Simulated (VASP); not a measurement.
Output of a VASP run:

OUTCAR:
```
 ion  position               nearest neighbor table
   1  0.000  0.000  0.000-   2 2.55   2 2.55   2 2.55   2 2.55
   2  0.250  0.250  0.250-   1 2.55   1 2.55   1 2.55   1 2.55
  LATTYP: Found a face centered cubic cell.
 ALAT       =     5.8917586918
 Subroutine PRICEL returns:
 Original cell was already a primitive cell.
 Subroutine GETGRP returns: Found 24 space group operations
The static configuration has the point symmetry T_d .
The dynamic configuration has the point symmetry T_d .
 Subroutine INISYM returns: Found 24 space group operations
 Subroutine IBZKPT returns following result:
 Found     35 irreducible k-points:

 Following reciprocal coordinates:
            Coordinates               Weight
  0.000000  0.000000  0.000000      1.000000
  0.111111  0.000000  0.000000      8.000000
  0.222222  0.000000  0.000000      8.000000
  0.333333  0.000000  0.000000      8.000000
  0.444444  0.000000  0.000000      8.000000
  0.111111  0.111111  0.000000      6.000000
  0.222222  0.111111  0.000000     24.000000
  0.333333  0.111111  0.000000     24.000000
  0.444444  0.111111  0.000000     24.000000
 -0.444444  0.111111  0.000000     24.000000
 -0.333333  0.111111  0.000000     24.000000
 -0.222222  0.111111  0.000000     24.000000
 -0.111111  0.111111  0.000000     12.000000
  0.222222  0.222222  0.000000      6.000000
  0.333333  0.222222  0.000000     24.000000
  0.444444  0.222222  0.000000     24.000000
 -0.444444  0.222222  0.000000     24.000000
 -0.333333  0.222222  0.000000     24.000000
 -0.222222  0.222222  0.000000     12.000000
  0.333333  0.333333  0.000000      6.000000
  0.444444  0.333333  0.000000     24.000000
 -0.444444  0.333333  0.000000     24.000000
 -0.333333  0.333333  0.000000     12.000000
  0.444444  0.444444  0.000000      6.000000
 -0.444444  0.444444  0.000000     12.000000
  0.333333  0.222222  0.111111     24.000000
  0.444444  0.222222  0.111111     48.000000
 -0.444444  0.222222  0.111111     48.000000
  0.444444  0.333333  0.111111     24.000000
 -0.444444  0.333333  0.111111     48.000000
 -0.333333  0.333333  0.111111     48.000000
 -0.222222  0.333333  0.111111     24.000000
 -0.444444  0.444444  0.111111     24.000000
 -0.333333  0.444444  0.111111     24.000000
 -0.333333  0.444444  0.222222     24.000000
   k-points           NKPTS =     35   k-points in BZ     NKDIM =     35   number of bands    NBANDS=     13
   number of dos      NEDOS =    601   number of ions     NIONS =      2
   total plane-waves  NPLWV =  32768
   dimension x,y,z NGX =    32 NGY =   32 NGZ =   32
   dimension x,y,z NGXF=    64 NGYF=   64 NGZF=   64
   ions per type =               1   1
   PREC   = accura    normal or accurate (medium, high low for compatibility)
   ISTART =      0    job   : 0-new  1-cont  2-samecut
   ICHARG =      2    charge: 1-file 2-atom 10-const
   ISPIN  =      1    spin polarized calculation?
   LNONCOLLINEAR =      F non collinear calculations
   LSORBIT =      F    spin-orbit coupling
   INIWAV =      1    electr: 0-lowe 1-rand  2-diag
   ENCUT  =  520.0 eV  38.22 Ry    6.18 a.u.   7.75  7.75  7.75*2*pi/ulx,y,z
   NELM   =    100;   NELMIN=  2; NELMDL= -5     # of ELM steps
   EDIFF  = 0.1E-06   stopping-criterion for ELM
   LREAL  =      F    real-space projection
   NLSPLINE    = F    spline interpolate recip. space projectors
   LMAXMIX     =    4 max onsite mixed and CHGCAR
   VOSKOWN=      0    Vosko Wilk Nusair interpolation
   EDIFFG = 0.1E-05   stopping-criterion for IOM
   NSW    =      0    number of steps for IOM
   NBLOCK =      1;   KBLOCK =      1    inner block; outer block
   IBRION =     -1    ionic relax: 0-MD 1-quasi-New 2-CG
   NFREE  =      0    steps in history (QN), initial steepest desc. (CG)
   ISIF   =      2    stress and relaxation
   ISYM   =      2    0-nonsym 1-usesym 2-fastsym
   TEIN   =    0.0    initial temperature
   TEBEG  =    0.0;   TEEND  =   0.0 temperature during run
...
```

File OSZICAR:
```
       N       E                     dE             d eps       ncg     rms          rms(c)
DAV:   1     0.112329134278E+03    0.11233E+03   -0.86948E+03   910   0.153E+03
DAV:   2    -0.464491273196E+00   -0.11279E+03   -0.10993E+03   950   0.329E+02
DAV:   3    -0.857710852036E+01   -0.81126E+01   -0.80554E+01  1190   0.908E+01
DAV:   4    -0.879900300569E+01   -0.22189E+00   -0.22171E+00  1042   0.167E+01
DAV:   5    -0.881055823930E+01   -0.11555E-01   -0.11555E-01  1359   0.337E+00    0.554E+00
DAV:   6    -0.842114289682E+01    0.38942E+00   -0.74928E-01  1334   0.156E+01    0.341E+00
DAV:   7    -0.839456503953E+01    0.26578E-01   -0.19616E-01  1209   0.386E+00    0.123E+00
DAV:   8    -0.839481709251E+01   -0.25205E-03   -0.16682E-02  1159   0.188E+00    0.372E-01
DAV:   9    -0.839556554032E+01   -0.74845E-03   -0.22877E-03  1130   0.715E-01    0.198E-01
DAV:  10    -0.839560455623E+01   -0.39016E-04   -0.20419E-04  1255   0.125E-01    0.136E-01
DAV:  11    -0.839565248989E+01   -0.47934E-04   -0.36058E-05  1040   0.471E-02    0.474E-02
DAV:  12    -0.839566717378E+01   -0.14684E-04   -0.44005E-05  1025   0.116E-01    0.221E-02
DAV:  13    -0.839566736599E+01   -0.19221E-06   -0.20768E-06  1138   0.151E-02    0.189E-02
DAV:  14    -0.839566758196E+01   -0.21597E-06   -0.94104E-07  1040   0.107E-02    0.615E-03
DAV:  15    -0.839566772381E+01   -0.14185E-06   -0.75133E-08   760   0.215E-03    0.300E-03
DAV:  16    -0.839566772004E+01    0.37753E-08   -0.12875E-08   510   0.208E-03
   1 F= -.90121648E+01 E0= -.90121648E+01  d E =0.000000E+00
```

File OUTCAR:
```
------------------------ aborting loop because EDIFF is reached ----------------------------------------
 Edisp (eV)   -0.61650
  FORCE on cell =-STRESS in cart. coord.  units (eV):
  Direction    XX          YY          ZZ          XY          YZ          ZX
  --------------------------------------------------------------------------------------
  Total       0.00328     0.00328     0.00328    -0.00000     0.00000    -0.00000
  in kB       0.10265     0.10265     0.10265    -0.00000     0.00000    -0.00000
  external pressure =        0.10 kB  Pullay stress =        0.00 kB
  volume of cell :       51.13
      direct lattice vectors                 reciprocal lattice vectors
     0.000000000  2.945879346  2.945879346    -0.169728608  0.169728608  0.169728608
     2.945879346  0.000000000  2.945879346     0.169728608 -0.169728608  0.169728608
     2.945879346  2.945879346  0.000000000     0.169728608  0.169728608 -0.169728608
  FREE ENERGIE OF THE ION-ELECTRON SYSTEM (eV)
  ---------------------------------------------------
  free  energy   TOTEN  =        -9.0121648433 eV

  energy  without entropy=       -9.0121648433  energy(sigma->0) =       -9.01216484

 total charge

# of ion       s       p       d       tot
------------------------------------------
    1        0.827   0.751   9.898  11.477
    2        1.031   1.488   0.000   2.519
--------------------------------------------------
tot          1.858   2.239   9.898  13.996
```
(Selected blocks of OUTCAR.)

### POSCAR
```
InP
1
   -0.0000000000     2.9458793459     2.9458793459
    2.9458793459    -0.0000000000     2.9458793459
    2.9458793459     2.9458793459     0.0000000000
In P
1 1
Direct
  0.0000000000   0.0000000000   0.0000000000
  0.2500000000   0.2500000000   0.2500000000
```

Write an INCAR and KPOINTS that could have produced this output.

One answer among several that fit: the input of the run itself, PBE GGA with D3 dispersion (Becke-Johnson damping), plane waves, VASP's PBE PAW potentials (set 64).

**INCAR**
```
# general
SYSTEM  = InP
PREC    = Accurate
ENCUT   = 520
LREAL   = F
LASPH   = T

# electronic loop
EDIFF   = 1E-7
NELM    = 100
ALGO    = Normal
LMAXMIX = 4

# smearing
ISMEAR  = -5

# functional
GGA     = PE
IVDW    = 12

# ions
ISIF    = 2

# output
LWAVE   = F
LCHARG  = T
LORBIT  = 11
NEDOS   = 601
```

File KPOINTS:
```
Regular mesh
0
gamma
 9 9 9
0 0 0
```

POTCAR, in this order: In_d P (PBE.64 set). Program: vasp_std.

The compound is InP in the zinc blende structure. It was relaxed first.
